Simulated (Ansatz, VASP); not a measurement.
# One calculation of Zr2TiH6, two programs

```xyz
9
Lattice="0.0000 3.3976 3.3976 3.3976 0.0000 3.3976 3.3976 3.3976 0.0000" Properties=species:S:1:pos:R:3 pbc="T T T"
Zr    1.6988    1.6988    1.6988
Zr    5.0963    5.0963    5.0963
Ti    0.0000    0.0000    0.0000
H     1.8366    3.3976    3.3976
H     4.9585    3.3976    3.3976
H     3.3976    1.8366    3.3976
H     3.3976    4.9585    3.3976
H     3.3976    3.3976    1.8366
H     3.3976    3.3976    4.9585
```

Change from the starting cell: ordered vacancies on the cation sites of perovskite (Fm-3m, No. 225).

Alike in both runs: functional PBE; k mesh 10 × 10 × 10; occupations gaussian, width 0.1 eV; no spin polarisation.

Ansatz relaxed the structure, and its values are those at the end. VASP's run is a single point on that final structure, the one shown.

```csv
,VASP,Ansatz
version,VASP 6.6.1,Ansatz 0.2.0
potentials or method,"VASP PAW PBE potentials, release 64 (Zr_sv, Ti_sv, H)","scalar-relativistic, plane waves, PAW"
plane-wave cutoff (eV),520,420
valence electrons in the cell,42,42
```

Ansatz gave:

```
gap on the k mesh at the Fermi level (eV) : none
pressure (GPa)                            : 0.0
```

What did VASP give for the same quantities?

gap on the k mesh at the Fermi level (eV): none; pressure (GPa): -0.1.

A gap of «none» marks a metal or a gap that the smearing closes.
